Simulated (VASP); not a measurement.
These are LDA (Ceperley-Alder, Perdew-Zunger), VASP's LDA PAW potentials (set 64) (plane waves; VASP) values and carry that method's errors.

A VASP calculation is set up with these files.

**INCAR**
```
ISMEAR=-1   # Fermi-Dirac
NELM=100   # most electronic steps
ALGO=Normal
ENCUT=180
SYSTEM=TiTe2
SIGMA=0.136   # width (eV)
EDIFF=1E-03
LREAL=.FALSE.
LWAVE=.FALSE.
ISIF=2
LCHARG=.FALSE.
PREC=Accurate
LMAXMIX=4   # l cut-off of mixed one-centre charges
LASPH=.TRUE.
```

### POSCAR
```
TiTe2
1
    3.8418010000     0.0000000000     0.0000000000
   -1.9209010000     3.3270980000     0.0000000000
    0.0000000000     0.0000000000     6.7491540000
Ti Te
1 2
Direct
  0.0000000000   0.0000000000   0.0000000000
  0.6666670000   0.3333330000   0.7498300000
  0.3333330000   0.6666670000   0.2501700000
```

**KPOINTS**
```
Automatic mesh
0
Gamma
3 3 3
0.5 0.5 0.5
```

POTCAR, in this order: Ti_sv Te (LDA.64 set). Program: vasp_std.

The run wrote:

OSZICAR:
```
       N       E                     dE             d eps       ncg     rms          rms(c)
DAV:   1     0.650243540661E+02    0.65024E+02   -0.67883E+03   392   0.657E+02
DAV:   2    -0.183909465166E+02   -0.83415E+02   -0.82862E+02   440   0.191E+02
DAV:   3    -0.213639238604E+02   -0.29730E+01   -0.29692E+01   456   0.366E+01
DAV:   4    -0.214115083950E+02   -0.47585E-01   -0.47572E-01   408   0.475E+00
DAV:   5    -0.214134160543E+02   -0.19077E-02   -0.19076E-02   488   0.757E-01    0.144E+01
DAV:   6    -0.207081984329E+02    0.70522E+00   -0.60175E+01   352   0.406E+01    0.145E+01
DAV:   7    -0.186483247457E+02    0.20599E+01   -0.49264E+01   408   0.325E+01    0.767E+00
DAV:   8    -0.181025013145E+02    0.54582E+00   -0.27367E+00   360   0.100E+01    0.252E+00
DAV:   9    -0.181115180882E+02   -0.90168E-02   -0.10544E+00   432   0.546E+00    0.188E+00
DAV:  10    -0.180879266642E+02    0.23591E-01   -0.80346E-01   376   0.461E+00    0.106E+00
DAV:  11    -0.180777903270E+02    0.10136E-01   -0.23213E-02   368   0.869E-01    0.697E-01
DAV:  12    -0.180729869285E+02    0.48034E-02   -0.19464E-02   392   0.664E-01    0.301E-01
DAV:  13    -0.180725576422E+02    0.42929E-03   -0.10241E-03   160   0.175E-01
   1 F= -.18072558E+02 E0= -.18030965E+02  d E =-.831857E-01
```

File OUTCAR:
```
------------------------ aborting loop because EDIFF is reached ----------------------------------------
  FORCE on cell =-STRESS in cart. coord.  units (eV):
  Direction    XX          YY          ZZ          XY          YZ          ZX
  --------------------------------------------------------------------------------------
  Total      -12.2472804    -12.2472858    -11.8434596      0.0000018      0.0000000      0.0000000
  in kB     -227.4575976   -227.4576984   -219.9578016      0.0000342      0.0000000      0.0000000
  external PRESSURE =    -224.9576992 kB  Pullay stress =       0.0000000 kB
  volume of cell :       86.27
      direct lattice vectors                 reciprocal lattice vectors
     3.841801000  0.000000000  0.000000000     0.260294586  0.150281155  0.000000000
    -1.920901000  3.327098000  0.000000000     0.000000000  0.300562232  0.000000000
     0.000000000  0.000000000  6.749154000     0.000000000  0.000000000  0.148166718
 POSITION                                       TOTAL-FORCE (eV/Angst)
 -----------------------------------------------------------------------------------
      0.00000      0.00000      0.00000        -0.000000      0.000000      0.000000
      1.92090      1.10903      5.06072         0.000000      0.000000      0.107196
     -0.00000      2.21807      1.68844        -0.000000     -0.000000     -0.107196
 -----------------------------------------------------------------------------------
    total drift:                                0.000000      0.000000      0.000000
  FREE ENERGIE OF THE ION-ELECTRON SYSTEM (eV)
  ---------------------------------------------------
  free  energy   TOTEN  =       -18.0725576422 eV

  energy  without entropy=      -17.9893719520  energy(sigma->0) =      -18.03096480
```
(Selected blocks of OUTCAR.)

At this cut-off the stress carries a Pulay error, which pulls relaxed volumes low.

The structure comes from a computed database's TiTe2 entry; how it stands against other phases isn't given here. The cell was not relaxed at this level. The k-mesh is coarse (spacing up to 0.63 per Å, 2π included), so the numbers may not be converged in it. The run is one of a series of settings (EDIFF = 1E-03, ENCUT = 180, ISMEAR = -1, SIGMA = 0.136, KPOINTS 3×3×3 Γ-centred mesh shifted by (0.5, 0.5, 0.5) against the base run), some of them coarse on purpose.
